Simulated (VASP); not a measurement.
# MnS (Browneite): hyperfine terms and field gradients

Wanted: contact terms and field gradients at the nuclei of MnS (Browneite). The start is a cell from a database of measured crystal structures.

Main program and level: VASP 6.6.1; LDA, DFT+U (Mn d 3 eV), spin-polarised from a ferromagnetic start; plane waves and PAW (Mn_pv, S).

Report form: the programs' logs are mostly left out.

## 1. The structure

Symmetry: F-43m, No. 216, cubic system. Conventional cell: a = 5.600 Å, b = 5.600 Å, c = 5.600 Å, α = 90.00°, β = 90.00°, γ = 90.00°. Nearest to Mn lie 4 S at 2.42 Å. Nearest to S lie 4 Mn at 2.42 Å. Farther neighbours and most contacts between anions are not listed.

## 2. Local probes at LDA

Field gradients probe the charge near the nuclei, so LASPH is on and the cutoff is at least 1.4 times the default of the data sets; this run is at LDA. LHYPERFINE adds the spin density at the nuclei, with NGYROMAG = 1 for all, so that values scale to any isotope.

Input file INCAR:

```
SYSTEM = MnS
PREC = Accurate
ENCUT = 400
EDIFF = 1E-07
NELM = 100
ISMEAR = -1
SIGMA = 0.05
LREAL = .FALSE.
ALGO = Normal
GGA = CA
NBANDS = 32
ISPIN = 2
MAGMOM = 4 4 0 0
LDAU = .TRUE.
LDAUTYPE = 2
LDAUL = 2 -1
LDAUU = 3 0
LDAUJ = 0 0
LDAUPRINT = 1
LASPH = .TRUE.
LMAXMIX = 4
LORBIT = 11
LWAVE = .FALSE.
LCHARG = .FALSE.
KPAR = 4
LEFG = .TRUE.
ICORELEVEL = 1
LHYPERFINE = .TRUE.
NGYROMAG = 1 1
```

Input file POSCAR:

```
MnS
1.0
    0.0000000000      5.6000000000      5.6000000000
    2.8000000000      0.0000000000      2.8000000000
    2.8000000000      2.8000000000      0.0000000000
Mn S
2 2
Direct
    0.0000000000      0.0000000000      0.0000000000
    0.5000000000      0.0000000000      0.0000000000
    0.3750000000      0.7500000000      0.7500000000
    0.8750000000      0.7500000000      0.7500000000
```

Input file KPOINTS:

```
Automatic mesh
0
Gamma
8 8 8
0 0 0
```

Potentials, in the order of the species: Mn_pv and S (PBE family, release 64).

Started as:

```
mpirun -np 4 vasp_std
```

The job ended after 1.8 min (4 MPI ranks of AMD EPYC 7R43, shared host; peak memory 1.1 GiB; 7.1 min of CPU time).

The magnetic state follows from one typed start and may not be the lowest. These are scalar-relativistic Kohn-Sham levels of the ground state, with no core hole, so they are not binding energies. The PAW data sets were made with PBE, though LDA sets exist; this is a small mismatch.

This step gave:

```
free energy (TOTEN)                               : -27.74 eV
energy at zero smearing                           : -27.74 eV
Fermi energy                                      : 4.311 eV
pressure                                          : -1.158 GPa
moment of the cell, from the last line of the log : 10.000 μB
```

Spin moment in the PAW sphere by atom:

```tsv
atom	spin moment in the PAW sphere (μB)
Mn1	4.49
Mn2	4.49
S3	0.07
S4	0.07
```

For a gyromagnetic ratio of 1 MHz/T at every nucleus. The program has divided the terms by the spin of the whole cell, so they fall as a cell holds more magnetic ions. A_tot leaves out the core's term, which the program lists beside it. Hyperfine Fermi contact, by row:

```tsv
atom	A_tot (MHz)	core term A_1c (MHz)	contact term, their sum (MHz)
Mn1	7.862	-10.79	-2.932
Mn2	7.862	-10.79	-2.932
S3	1.52	-0.039	1.481
S4	1.52	-0.039	1.481
```

The two shallowest core shells; atoms whose shallowest level rounds to another's at 0.01 eV are left out. Core levels, by row:

```tsv
atom	shell	level below the valence-band top (eV)
Mn1	2p	623.8
Mn1	3s	79.45
S3	2s	205.2
S3	2p	149.9
```

Ordered as |Vzz| ≥ |Vxx| ≥ |Vyy|, the program's way. Electric field gradients, by row:

```tsv
atom	Vxx (V/Å²)	Vyy (V/Å²)	Vzz (V/Å²)	asymmetry
Mn1	-0.015	-0.005	0.02	-
Mn2	-0.015	-0.005	0.02	-
S3	-0.02	-0.019	0.039	-
S4	-0.02	-0.019	0.039	-
```

All gradients lie under 0.05 V/Å², numerical residues of zeros set by symmetry.

## 3. Local probes at r2SCAN

This step: r2SCAN, DFT+U (Mn d 3 eV), spin-polarised from a ferromagnetic start; plane waves and PAW (Mn_pv, S) (VASP 6.6.1).

Field gradients probe the charge near the nuclei, so LASPH is on and the cutoff is at least 1.4 times the default of the data sets; this run is at r2SCAN. LHYPERFINE adds the spin density at the nuclei, with NGYROMAG = 1 for all, so that values scale to any isotope.

INCAR: that of step 2 with these lines changed.

```diff
@@ -9,3 +9,4 @@
 ALGO = Normal
-GGA = CA
+METAGGA = R2SCAN
+LASPH = .TRUE.
 NBANDS = 32
@@ -19,3 +20,2 @@
 LDAUPRINT = 1
-LASPH = .TRUE.
 LMAXMIX = 4
@@ -26,3 +26,2 @@
 LEFG = .TRUE.
-ICORELEVEL = 1
 LHYPERFINE = .TRUE.
```

POSCAR is that of step 2.

KPOINTS is that of step 2.

Started as:

```
mpirun -np 4 vasp_std
```

Wall time 5.2 min (4 MPI ranks).

The run was stopped at its time limit, by a STOPCAR file.

More ranks or a longer limit would be the way on.

## 4. Outcome

- LDA: largest |Vzz| 0.039 V/Å²

All field gradients vanish within 0.05 V/Å², as the symmetry of the sites asks; what the tables show is numerical. The Hubbard term of the inputs acts at every level. The dependence on the functional was not obtained, because values were collected at one level alone. The largest contact term, with the core's share, for a gyromagnetic ratio of 1 MHz/T and divided by the spin of the whole cell: -2.93 MHz on Mn1 at LDA. At magnetic ions the core's share is large and depends on the functional. The values belong to the ordered state computed here. Kohn-Sham core levels are too shallow against measured binding energies; only differences between inequivalent sites of one element, where there are any, carry meaning. The run «local probes at r2SCAN» ended without a result (time limit). All of it rests on one ferromagnetic start, which may not be the order of the real compound, and on the typed U. Not tabulated here, as repeats of values shown or as unfit to read for their mesh, reference level or band range: hyperfine terms (local probes); gaps (local probes).

[Lines on the potential files, build, host, timing and source positions are cut from VASP's logs without a mark.]

[Logs are printed without paths, hosts, clocks, repeated set-up lines and the standing remarks that a program may print on its own settings, such as how far it seeks lower states.]

[Hosts, paths, dates, database ids (printed as entryN), source tags and the programs' standing remarks are cut or masked in the printed files.]
